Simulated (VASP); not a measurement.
Input:

```yaml
crystal:
  lattice:
    - [1.85887, -3.21966, 0.00000]
    - [1.85887, 3.21966, 0.00000]
    - [0.00000, 0.00000, 14.88639]
  atoms:
    - { symbol: Te, position: [0.33333, 0.66667, 0.87282] }
    - { symbol: Te, position: [0.66667, 0.33333, 0.37282] }
    - { symbol: Te, position: [0.66667, 0.33333, 0.12718] }
    - { symbol: Te, position: [0.33333, 0.66667, 0.62718] }
    - { symbol: Mo, position: [0.33333, 0.66667, 0.25000] }
    - { symbol: Mo, position: [0.66667, 0.33333, 0.75000] }
```

The numbers are results of vdW-DF2, VASP's PBE PAW potentials (set 64) (plane waves; VASP), not measurements. Numerical set-up: 520 eV cut-off, 6×6×2 Γ-centred mesh, Gaussian smearing of 0.050 eV, potentials Te Mo_sv.

Unless said otherwise, spin-orbit coupling is left out, though it shifts the bands of the heavy elements here.

**Question.** Predict the energy per atom (σ→0), band gap (on the k-mesh) with the smallest direct gap where there is one.

**Answer.** 
* **band gap (on the k-mesh)**: 0.63 eV
* **smallest direct gap (on the k-mesh)**: 0.79 eV
* **energy per atom (σ→0)**: -3.042 eV/atom

The absolute energy has meaning only against runs of the same code, potentials and settings.

The compound is MoTe2 in the 2H layered structure. It was relaxed first, which changed the volume by +19 %. The start is the result of an earlier pass.
